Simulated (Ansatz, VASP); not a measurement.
**B3O4: VASP beside Ansatz**

INCAR

```
SYSTEM = B3O4
  PREC = Accurate
  ENCUT = 600
  EDIFF = 1E-6
  ISMEAR = 0
  SIGMA = 0.1
  LREAL = .FALSE.
  LASPH = .TRUE.
  NELM = 100
  ALGO = Normal
  ISIF = 3
  LWAVE = .FALSE.
  LCHARG = .FALSE.
  GGA = PE
  IBRION = 2
  NSW = 100
  EDIFFG = -0.01
```

File KPOINTS:

```
Automatic mesh
0
G
  10 10 10
  0 0 0
```

POSCAR

```
B3O4
1.0
   -2.8620173323      2.8620173323      2.8620173323
    2.8620173323     -2.8620173323      2.8620173323
    2.8620173323      2.8620173323     -2.8620173323
B O
6 8
Direct
    0.6250000000      0.7500000000      0.3750000000
    0.7500000000      0.3750000000      0.6250000000
    0.2500000000      0.1250000000      0.8750000000
    0.3750000000      0.6250000000      0.7500000000
    0.1250000000      0.8750000000      0.2500000000
    0.8750000000      0.2500000000      0.1250000000
    0.5000000000      0.0000000000      0.9289236575
    0.4289236575      0.5000000000      0.0000000000
    0.0000000000      0.4289236575      0.5000000000
    0.0710763425      0.0710763425      0.0710763425
    0.0000000000      0.9289236575      0.5000000000
    0.5710763425      0.5710763425      0.5710763425
    0.9289236575      0.5000000000      0.0000000000
    0.5000000000      0.0000000000      0.4289236575
```

Input for Ansatz:

```yaml
crystal:
  lattice:
    - [-2.8620173323, 2.8620173323, 2.8620173323]
    - [2.8620173323, -2.8620173323, 2.8620173323]
    - [2.8620173323, 2.8620173323, -2.8620173323]
  atoms:
    - { symbol: B, position: [0.625, 0.75, 0.375] }
    - { symbol: B, position: [0.75, 0.375, 0.625] }
    - { symbol: B, position: [0.25, 0.125, 0.875] }
    - { symbol: B, position: [0.375, 0.625, 0.75] }
    - { symbol: B, position: [0.125, 0.875, 0.25] }
    - { symbol: B, position: [0.875, 0.25, 0.125] }
    - { symbol: O, position: [0.5, 0.0, 0.9289236575] }
    - { symbol: O, position: [0.4289236575, 0.5, 0.0] }
    - { symbol: O, position: [0.0, 0.4289236575, 0.5] }
    - { symbol: O, position: [0.0710763425, 0.0710763425, 0.0710763425] }
    - { symbol: O, position: [0.0, 0.9289236575, 0.5] }
    - { symbol: O, position: [0.5710763425, 0.5710763425, 0.5710763425] }
    - { symbol: O, position: [0.9289236575, 0.5, 0.0] }
    - { symbol: O, position: [0.5, 0.0, 0.4289236575] }
basis:
  ecutwfc: 420
kpoints:
  mp_grid: { grid: [10, 10, 10] }
hamiltonian:
  xc: pbe
scf:
  occupations: { method: gaussian, width: 0.1 }
output:
  forces: true
  stress: true
  eigenvalues: true
relax:
  adjacent_minimum: "off"
  f_tol: 0.01
  max_steps: 80
  cell: { stress_tol: 0.05 }
```

Change from the starting cell: species swapped into the Pr4Bi3 type (I-43d, No. 220).

Alike in both runs: task relaxation of cell and atoms; functional PBE; k mesh 10 × 10 × 10; occupations gaussian, width 0.1 eV; no spin polarisation.

|  | VASP | Ansatz |
| --- | --- | --- |
| version | VASP 6.6.1 | Ansatz 0.2.0 |
| potentials or method | VASP PAW PBE potentials, release 64 (B, O) | scalar-relativistic, plane waves, PAW |
| plane-wave cutoff (eV) | 600 | 420 |
| valence electrons in the cell | 66 | 66 |

```csv
,VASP,Ansatz,Ansatz less VASP
"gap on the k mesh at the Fermi level, each at its own relaxed structure (eV)",none,none,-
relaxed volume (Å³/atom),6.63,6.64,+0.010
relaxed cell length with the largest relative difference (Å),4.940,4.943,+0.0024
```

A gap of «none» marks a metal or a gap that the smearing closes.
